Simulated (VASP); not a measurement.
Hf2Pd2Se2Br2O3, 11 atoms in the cell. It takes space group P6mm (No. 183, hexagonal). Conventional cell: a = 5.759 Å, b = 5.759 Å, c = 8.525 Å, α = 90.00°, β = 90.00°, γ = 120.00°. Hf (site symmetry 3m) is surrounded by 3 O at 1.92 Å. Around Pd (site symmetry 3m) lie 1 Se at 2.33 Å. Se (site symmetry 3m) is surrounded by 1 Pd at 2.33 Å and 1 Hf at 2.67 Å. Around Br (site symmetry 6mm) lie 6 Pd at 3.33 Å and 6 O at 3.80 Å. Around Br (site symmetry 6mm) lie 6 O at 3.46 Å and 6 Hf at 3.46 Å and 6 Se at 3.74 Å. Around O (site symmetry 2mm) lie 2 Hf at 1.92 Å. The cell was built by a generator and needn't be a form met in nature.

| Property | Result |
| --- | --- |
| Program | VASP 6.6.1 |
| Task | relaxation of cell and atoms |
| Functional | SCAN |
| Potentials or basis | VASP PAW PBE potentials, release 64 (Hf_pv, Pd, Se, Br, O) |
| Cutoff | 600 eV |
| k mesh | 6 × 6 × 3 |
| Occupations | fermi-dirac, width 0.05 eV |
| Spin | no spin polarisation |
| Further INCAR settings | ALGO = Normal; EDIFF = 1e-07; IBRION = 2; EDIFFG = -0.02; NSW = 60; ISIF = 3 |

Potentials or basis: VASP PAW PBE potentials, release 64 (Hf_pv, Pd, Se, Br, O).

Run with:

```console
$ cat potpaw_PBE.64/Hf_pv/POTCAR potpaw_PBE.64/Pd/POTCAR potpaw_PBE.64/Se/POTCAR potpaw_PBE.64/Br/POTCAR potpaw_PBE.64/O/POTCAR > POTCAR
$ mpirun -np 4 vasp_std > vasp.out
```

Hardware: 4 MPI ranks on Intel(R) Xeon(R) 6975P-C (Granite Rapids), on a shared host.

Q: Estimate the wall time of this run.

A: Run time: 66 min on 4 MPI ranks on Intel(R) Xeon(R) 6975P-C (Granite Rapids) (shared host), peak memory 0.8 GiB a rank. Counts: scf iterations 283, k points 26, ion steps 21.
